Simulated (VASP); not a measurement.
Here is the system:

```yaml
crystal:
  lattice:
    - [5.63166, 0.00000, 0.00000]
    - [0.00000, 5.63166, 0.00000]
    - [0.00000, 0.00000, 5.63166]
  atoms:
    - { symbol: Zn, position: [0.50000, 0.00000, 0.50000] }
    - { symbol: Zn, position: [0.50000, 0.00000, 0.00000] }
    - { symbol: Zn, position: [0.50000, 0.50000, 0.00000] }
    - { symbol: Zn, position: [0.00000, 0.50000, 0.00000] }
    - { symbol: Zn, position: [0.00000, 0.50000, 0.50000] }
    - { symbol: Zn, position: [0.00000, 0.00000, 0.50000] }
    - { symbol: P, position: [0.25000, 0.75000, 0.75000] }
    - { symbol: P, position: [0.75000, 0.75000, 0.25000] }
    - { symbol: P, position: [0.75000, 0.25000, 0.75000] }
    - { symbol: P, position: [0.25000, 0.25000, 0.25000] }
```

Method: r2SCAN meta-GGA, VASP's PBE PAW potentials (set 64) (plane waves; VASP). Run with 400 eV cut-off, 6×6×6 Γ-centred mesh, tetrahedra with Blöchl corrections, potentials Zn P.

**Question.** Give the energies of bands 39 to 52 at the high-symmetry points, in eV from the Fermi level.

**Answer.** 
```
band      Γ      X      M      R
----  -----  -----  -----  -----
39    -4.00  -4.29  -4.29  -1.60
40    -3.73  -4.29  -4.29  -1.60
41    -2.43  -2.50  -2.76  -1.60
42    -2.43  -2.50  -2.76  -1.57
43    -2.43  -2.19  -1.83  -1.57
44    -0.53  -2.19  -1.83  -0.31
45    -0.53  -1.31  -0.61  -0.31
46     0.13  -1.31  -0.61  -0.31
47     0.13   1.34   1.76   0.34
48     0.13   1.34   1.76   0.34
49     1.03   3.14   3.00   0.34
50     1.23   3.14   3.00   3.11
51     1.23   3.78   4.23   3.11
52     1.23   3.78   4.23   3.11
```

It has no gap at this level: it comes out as a metal or semimetal.

The structure comes from a computed database's Zn3P2 entry (Pn-3m); how it stands against other phases isn't given here. It was relaxed first.
